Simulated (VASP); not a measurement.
Input:

```yaml
crystal:
  lattice:
    - [4.05830, 0.00000, 0.00000]
    - [0.00000, 4.05830, 0.00000]
    - [0.00000, 0.00000, 8.82874]
  atoms:
    - { symbol: Sr, position: [0.00000, 0.50000, 0.66139] }
    - { symbol: Sr, position: [0.50000, 0.00000, 0.33861] }
    - { symbol: Cu, position: [0.50000, 0.50000, 0.00000] }
    - { symbol: Cu, position: [0.00000, 0.00000, 0.00000] }
    - { symbol: Se, position: [0.50000, 0.00000, 0.83157] }
    - { symbol: Se, position: [0.00000, 0.50000, 0.16843] }
    - { symbol: F, position: [0.00000, 0.00000, 0.50000] }
    - { symbol: F, position: [0.50000, 0.50000, 0.50000] }
```

Level of theory: r2SCAN meta-GGA, VASP's PBE PAW potentials (set 64) (plane waves; VASP). Run with 520 eV cut-off, 6×6×3 Γ-centred mesh, tetrahedra with Blöchl corrections, potentials Sr_sv Cu Se F.

The cores are frozen, which limits the accuracy of field gradients.

Problem. Give the principal components of the electric field gradient (V/Å²) and the asymmetry η at each nucleus.

Solution. 
| atom | Vxx | Vyy | Vzz | η |
|---|---|---|---|---|
| Sr1 | -5.3 | -5.3 | 10.6 | 0.00 |
| Sr2 | -5.3 | -5.3 | 10.6 | 0.00 |
| Cu3 | -0.1 | -0.1 | 0.3 | - |
| Cu4 | -0.1 | -0.1 | 0.3 | - |
| Se5 | -0.6 | -0.6 | 1.2 | 0.00 |
| Se6 | -0.6 | -0.6 | 1.2 | 0.00 |
| F7 | -4.5 | -4.5 | 8.9 | 0.00 |
| F8 | -4.5 | -4.5 | 8.9 | 0.00 |

The structure comes from a computed database's SrCuSeF entry (P4/nmm); how it stands against other phases isn't given here. It was relaxed first.
